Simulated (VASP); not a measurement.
Method: LDA (Ceperley-Alder, Perdew-Zunger), VASP's LDA PAW potentials (set 64) (plane waves; VASP 6.6.1).

VASP input:

File KPOINTS:
```
K-points
0
Gamma
  11 11 11
```

**POSCAR**
```
InAs
1.0
  0.0000000000   2.9461825856   2.9461825856
  2.9461825856   0.0000000000   2.9461825856
  2.9461825856   2.9461825856   0.0000000000
In As
1 1
Cartesian
  0.0000000000   0.0000000000   0.0000000000
  1.4730912928   1.4730912928   1.4730912928
```

### INCAR
```
# general
SYSTEM  = InAs
PREC    = Accurate
ENCUT   = 500
LREAL   = F
LASPH   = T

# electronic loop
EDIFF   = 1E-6
NELM    = 100
ALGO    = Normal
LMAXMIX = 4

# smearing
ISMEAR  = 1
SIGMA   = 0.1

# ions
IBRION  = 2
NSW     = 40
ISIF    = 3
EDIFFG  = -0.02
PSTRESS = 100

# output
LWAVE   = F
LCHARG  = F
```

POTCAR, in this order: In_d As (LDA.64 set). Program: vasp_std.

What VASP printed:

OSZICAR:
```
       N       E                     dE             d eps       ncg     rms          rms(c)
DAV:   1     0.112688903093E+03    0.11269E+03   -0.84091E+03  1456   0.148E+03
DAV:   2    -0.700629217957E+00   -0.11339E+03   -0.11014E+03  1466   0.326E+02
DAV:   3    -0.909747650871E+01   -0.83968E+01   -0.83276E+01  1929   0.931E+01
DAV:   4    -0.931482266142E+01   -0.21735E+00   -0.21720E+00  1631   0.163E+01
DAV:   5    -0.932384128718E+01   -0.90186E-02   -0.90183E-02  2140   0.303E+00    0.535E+00
DAV:   6    -0.902548633055E+01    0.29835E+00   -0.45700E-01  2194   0.140E+01    0.298E+00
DAV:   7    -0.897863869195E+01    0.46848E-01   -0.16109E-01  2007   0.426E+00    0.681E-01
DAV:   8    -0.897516782656E+01    0.34709E-02   -0.15348E-02  1845   0.185E+00    0.311E-01
DAV:   9    -0.897496568748E+01    0.20214E-03   -0.10743E-03  1793   0.380E-01    0.167E-01
DAV:  10    -0.897498639910E+01   -0.20712E-04   -0.14515E-04  2262   0.226E-01    0.894E-02
DAV:  11    -0.897499096945E+01   -0.45703E-05   -0.60268E-05  2219   0.172E-01    0.810E-02
DAV:  12    -0.897498610040E+01    0.48690E-05   -0.11173E-05  1841   0.506E-02    0.109E-02
DAV:  13    -0.897498616308E+01   -0.62676E-07   -0.13428E-06  1297   0.778E-03
   1 F= -.57827252E+01 E0= -.57827809E+01  d E =-.578273E+01
       N       E                     dE             d eps       ncg     rms          rms(c)
DAV:   1    -0.111277833652E+02   -0.21528E+01   -0.53177E+01  1851   0.151E+02    0.123E+01
DAV:   2    -0.886502599200E+01    0.22628E+01   -0.57440E+00  1791   0.811E+01    0.309E+00
DAV:   3    -0.860777698596E+01    0.25725E+00   -0.63938E-01  1911   0.199E+01    0.261E+00
DAV:   4    -0.859536219770E+01    0.12415E-01   -0.45695E-02  1591   0.191E+00    0.150E+00
DAV:   5    -0.859160798741E+01    0.37542E-02   -0.58298E-03  1972   0.159E+00    0.467E-01
DAV:   6    -0.859154784393E+01    0.60143E-04   -0.11401E-03  2224   0.467E-01    0.124E-01
DAV:   7    -0.859154877327E+01   -0.92933E-06   -0.10643E-04  2141   0.102E-01    0.401E-02
DAV:   8    -0.859154803492E+01    0.73835E-06   -0.53549E-06  1531   0.192E-02
   2 F= -.57577654E+01 E0= -.57577751E+01  d E =0.249598E-01
       N       E                     dE             d eps       ncg     rms          rms(c)
DAV:   1    -0.954771143153E+01   -0.95616E+00   -0.18474E+01  1856   0.110E+02    0.517E+00
DAV:   2    -0.896391902231E+01    0.58379E+00   -0.11876E+00  1826   0.280E+01    0.199E+00
DAV:   3    -0.885658899429E+01    0.10733E+00   -0.35045E-01  1916   0.146E+01    0.109E+00
DAV:   4    -0.885641483104E+01    0.17416E-03   -0.17941E-02  1501   0.148E+00    0.815E-01
DAV:   5    -0.885376932444E+01    0.26455E-02   -0.18103E-03  1748   0.473E-01    0.411E-01
DAV:   6    -0.885332667495E+01    0.44265E-03   -0.46021E-04  2123   0.262E-01    0.102E-01
DAV:   7    -0.885332143321E+01    0.52417E-05   -0.83767E-05  1921   0.188E-01    0.201E-02
DAV:   8    -0.885331800413E+01    0.34291E-05   -0.15093E-05  1761   0.972E-02    0.414E-03
DAV:   9    -0.885331808542E+01   -0.81283E-07   -0.37548E-07   813   0.120E-02
   3 F= -.58272529E+01 E0= -.58272709E+01  d E =-.445277E-01
```

**OUTCAR**
```
------------------------ aborting loop because EDIFF is reached ----------------------------------------
  FORCE on cell =-STRESS in cart. coord.  units (eV):
  Direction    XX          YY          ZZ          XY          YZ          ZX
  --------------------------------------------------------------------------------------
  Total        3.0045681      3.0045681      3.0045681      0.0000000     -0.0000000     -0.0000000
  in kB       99.2896020     99.2896020     99.2896020      0.0000000     -0.0000000     -0.0000000
  external PRESSURE =      -0.7103980 kB  Pullay stress =     100.0000000 kB
  volume of cell :       48.48
      direct lattice vectors                 reciprocal lattice vectors
    -0.000000000  2.894140582  2.894140582    -0.172762859  0.172762859  0.172762859
     2.894140582  0.000000000  2.894140582     0.172762859 -0.172762859  0.172762859
     2.894140582  2.894140582  0.000000000     0.172762859  0.172762859 -0.172762859
  FREE ENERGIE OF THE ION-ELECTRON SYSTEM (eV)
  ---------------------------------------------------
  free  energy   TOTEN  =        -8.8533180854 eV

  energy  without entropy=       -8.8533721751  energy(sigma->0) =       -8.85333612
  enthalpy is  TOTEN    =        -5.8272528760 eV   P V=        3.0260652094

 reached required accuracy - stopping structural energy minimisation
```
(Selected blocks of OUTCAR.)

File CONTCAR:
```
InAs
   1.00000000000000
    -0.0000000000000000    2.8941405824121551    2.8941405824121551
     2.8941405824121551    0.0000000000000000    2.8941405824121551
     2.8941405824121551    2.8941405824121551    0.0000000000000000
  In              As
     1     1
Direct
     0.0000000000000000    0.0000000000000000    0.0000000000000000
     0.2500000000000000    0.2500000000000000    0.2500000000000000
```

**OUTCAR**
```
 val. band max:        5.7983186408   @ k =   0.0000   0.0000   0.0000

 cond. band min:       6.0754511886   @ k =   0.0000   0.0000   0.0000


 Fermi energy:         5.8651733208

 k-point     1 :       0.0000    0.0000    0.0000
  band No.  band energies     occupation
      1      -8.9128      2.00000
      2      -8.9128      2.00000
      3      -8.9128      2.00000
      4      -8.7185      2.00000
      5      -8.7185      2.00000
      6      -7.0578      2.00000
      7       5.7983      1.89682
      8       5.7983      1.89682
      9       5.7983      1.89682
     10       6.0755     -0.01131
     11       9.6545      0.00000
     12       9.6545      0.00000
     13       9.6545      0.00000

 k-point     2 :       0.0909    0.0000    0.0000
  band No.  band energies     occupation
      1      -8.9344      2.00000
      2      -8.9077      2.00000
      3      -8.9077      2.00000
      4      -8.7188      2.00000
      5      -8.7188      2.00000
      6      -6.9463      2.00000
      7       4.4693      2.00000
      8       5.6603      2.01361
      9       5.6603      2.01361
     10       6.9949     -0.00000
     11       9.7559      0.00000
     12       9.8459      0.00000
     13       9.8459      0.00000

 k-point     3 :       0.1818    0.0000    0.0000
  band No.  band energies     occupation
      1      -8.9867      2.00000
      2      -8.8949      2.00000
      3      -8.8949      2.00000
      4      -8.7187      2.00000
      5      -8.7187      2.00000
      6      -6.6291      2.00000
      7       2.8971      2.00000
      8       5.3439      2.00000
      9       5.3439      2.00000
     10       7.3080     -0.00000
     11      10.2448      0.00000
     12      10.2448      0.00000
     13      10.4169      0.00000

 k-point     4 :       0.2727    0.0000    0.0000
  band No.  band energies     occupation
      1      -9.0465      2.00000
      2      -8.8801      2.00000
      3      -8.8801      2.00000
...
```

Energy and stress use the plane-wave basis of the starting cell. Unless said otherwise, spin-orbit coupling is left out, though it shifts the bands of the heavy elements here.

The compound is InAs in the zinc blende structure. This run relaxes it under an external pressure of 10 GPa. Symmetry was kept, so distortions that lower it aren't found.
